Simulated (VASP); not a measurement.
Wanted: the native input for a VASP 6.6.1 run.

* Task: single point
* Functional: PBE
* Dispersion: D3(BJ)
* Potentials or basis: VASP PAW PBE potentials, release 64 (O, H, C)
* Cutoff: 520 eV
* k mesh: 1 × 1 × 1
* Occupations: fermi-dirac, width 0.02 eV
* Spin: no spin polarisation
* Dipole correction: no
* Further INCAR settings: LREAL = Auto; ALGO = Fast; EDIFF = 1e-06; NBANDS = 37

The structure of H8CO6 lies in POSCAR:

```
H8CO6
1.0
    5.2990860000      0.0000000000      0.0000000000
    0.0000000000      5.2990860000      0.0000000000
    0.0000000000      0.0000000000      5.2990860000
O H C
6 8 1
Direct
    0.8562608722      0.4911601737      0.5072384181
    0.5688905596      0.9447855725      0.4295457745
    0.0923555496      0.8098566432      0.1093584818
    0.8506938744      0.2305114505      0.9199699722
    0.4228276348      0.4628156629      0.8193865886
    0.4500021324      0.3790464997      1.2464224963
    0.6832687750      0.4316593465      0.6005752690
    0.8871341209      0.4877444903      0.3315288712
    0.6525087534      0.8306338112      0.5266191188
    0.6073122799      1.0835264798      0.5233544049
    0.0732201742      0.7977602175      0.2995233518
    0.2856530353      0.8486180447      0.0946767046
    0.8796800052      0.1848809398      0.7366930825
    0.9197057757      0.1106794643      1.0530306547
    0.4632874424      0.4149583532      1.0298757182
```

The cell was built by a generator and needn't be a form met in nature.

The input as run:

INCAR

```
  PREC = Accurate
  ENCUT = 520
  EDIFF = 1E-6
  ISMEAR = -1
  SIGMA = 0.02
  LREAL = Auto
  LASPH = T
  NELM = 100
  ALGO = Fast
  ISIF = 2
  LWAVE = F
  LCHARG = T
  GGA = PE
  IVDW = 12
  LELF = T
  LVHAR = T
  NBANDS = 37
```

KPOINTS

```
Automatic mesh
0
Gamma
  1 1 1
```

Potentials or basis: VASP PAW PBE potentials, release 64 (O, H, C).

The run is started by

```bash
$ cat potpaw_PBE.64/O/POTCAR potpaw_PBE.64/H/POTCAR potpaw_PBE.64/C/POTCAR > POTCAR
$ mpirun -np 1 vasp_gam > vasp.out
```

Results of the run:

```yaml
Pressure: 2.2 GPa
Largest_force: 4.587 eV/Å
Band_gap_on_the_k_mesh: 4.52 eV, direct
Dispersion_energy_per_atom: -0.045 eV
```

Caveat: the standard files for N, O and F lose accuracy on very short bonds.

Run time: 12 s on 1 thread of Intel(R) Xeon(R) Platinum 8488C (Sapphire Rapids) (shared host), peak memory 0.24 GiB.
